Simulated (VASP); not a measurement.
Computed with r2SCAN meta-GGA, VASP's PBE PAW potentials (set 64) (plane waves; VASP 6.6.1).

VASP ran on this input.

File KPOINTS:
```
kpoints
0
G
 1 1 1
```

### POSCAR
```
Al atom
1
   12.0000000000     0.0000000000     0.0000000000
    0.0000000000    12.5000000000     0.0000000000
    0.0000000000     0.0000000000    13.0000000000
Al
1
Direct
  0.0000000000   0.0000000000   0.0000000000
```

**INCAR**
```
SYSTEM = Al atom
PREC = Normal; ENCUT = 520; LREAL = .False.
LASPH = .True.; ISYM = 0
EDIFF = 1E-6; NELM = 200; ALGO = All
LMIXTAU = .True.
ISMEAR = 0; SIGMA = 0.01
METAGGA = R2SCAN
ISPIN = 2; MAGMOM = 1; NUPDOWN = 1
LWAVE = .False.; LCHARG = .False.; LORBIT = 10
```

POTCAR, in this order: Al (PBE.64 set). Program: vasp_gam. Read from the step before: WAVECAR.

Output

File OSZICAR:
```
       N       E                     dE             d eps       ncg     rms           ort
SDA:   1    -0.294226324939E+01   -0.29423E+01    0.00000E+00     6   0.502E-01   0.000E+00
CGA:   2    -0.296064176713E+01   -0.18379E-01   -0.18358E-01     6   0.838E-02   0.126E-03
SDA:   3    -0.296853634765E+01   -0.78946E-02   -0.78134E-02     6   0.203E-01  -0.755E-02
SDA:   4    -0.309427656463E+01   -0.12574E+00   -0.13161E+00     6   0.695E-01   0.843E-02
CGA:   5    -0.312592132212E+01   -0.31645E-01   -0.32651E-01     6   0.180E-01  -0.348E-02
CGA:   6    -0.313265334215E+01   -0.67320E-02   -0.67256E-02     6   0.383E-02   0.604E-04
CGA:   7    -0.313443227697E+01   -0.17789E-02   -0.17750E-02     6   0.979E-03   0.289E-04
CGA:   8    -0.313482454461E+01   -0.39227E-03   -0.39332E-03     6   0.258E-03  -0.800E-05
CGA:   9    -0.313492007375E+01   -0.95529E-04   -0.95794E-04     6   0.479E-04  -0.462E-05
CGA:  10    -0.313493914403E+01   -0.19070E-04   -0.19134E-04     6   0.109E-04  -0.729E-06
CGA:  11    -0.313494306482E+01   -0.39208E-05   -0.39140E-05     6   0.295E-05   0.156E-06
CGA:  12    -0.313494431818E+01   -0.12534E-05   -0.12702E-05     6   0.936E-06  -0.159E-06
CGA:  13    -0.313494471997E+01   -0.40180E-06   -0.40870E-06     6   0.327E-06  -0.857E-07
   1 F= -.31349447E+01 E0= -.31349447E+01  d E =-.249050E-16  mag=     1.0000
```

### OUTCAR
```
------------------------ aborting loop because EDIFF is reached ----------------------------------------
  FORCE on cell =-STRESS in cart. coord.  units (eV):
  Direction    XX          YY          ZZ          XY          YZ          ZX
  --------------------------------------------------------------------------------------
  Total        0.0003282      0.0076860     -0.0003486     -0.0000012      0.0000431      0.0000144
  in kB        0.0002697      0.0063150     -0.0002864     -0.0000010      0.0000354      0.0000118
  external PRESSURE =       0.0020994 kB  Pullay stress =       0.0000000 kB
  volume of cell :     1950.00
      direct lattice vectors                 reciprocal lattice vectors
    12.000000000  0.000000000  0.000000000     0.083333333  0.000000000  0.000000000
     0.000000000 12.500000000  0.000000000     0.000000000  0.080000000  0.000000000
     0.000000000  0.000000000 13.000000000     0.000000000  0.000000000  0.076923077
 POSITION                                       TOTAL-FORCE (eV/Angst)
 -----------------------------------------------------------------------------------
      0.00000      0.00000      0.00000        -0.000000     -0.000000     -0.000000
 -----------------------------------------------------------------------------------
    total drift:                               -0.000000     -0.000000     -0.000000
  FREE ENERGIE OF THE ION-ELECTRON SYSTEM (eV)
  ---------------------------------------------------
  free  energy   TOTEN  =        -3.1349447200 eV

  energy  without entropy=       -3.1349447200  energy(sigma->0) =       -3.13494472

 total charge

# of ion       s       p       d       tot
------------------------------------------
    1        0.625   0.154   0.000   0.780

 magnetization (x)

# of ion       s       p       d       tot
------------------------------------------
    1       -0.004   0.154   0.000   0.150
```
(Selected blocks of OUTCAR.)

File OUTCAR:
```
 val. band max:       -3.2082000891   @ k =   0.0000   0.0000   0.0000

 cond. band min:      -2.4035514288   @ k =   0.0000   0.0000   0.0000


 Fermi energy:        -3.1508805613

 spin component 1

 k-point     1 :       0.0000    0.0000    0.0000
  band No.  band energies     occupation
      1      -7.9367      1.00000
      2      -3.2082      1.00000
      3      -2.4036      0.00000
      4      -2.4029      0.00000
      5       0.2486      0.00000
      6       1.0823      0.00000

 Fermi energy:        -7.2210139555

 spin component 2

 k-point     1 :       0.0000    0.0000    0.0000
  band No.  band energies     occupation
      1      -7.2796      1.00000
      2      -2.2379      0.00000
      3      -2.2379      0.00000
      4      -1.0854      0.00000
      5      -0.6844      0.00000
      6       0.5788      0.00000
```

The atom may not be in its lowest state.

The cell is a free atom in a box.
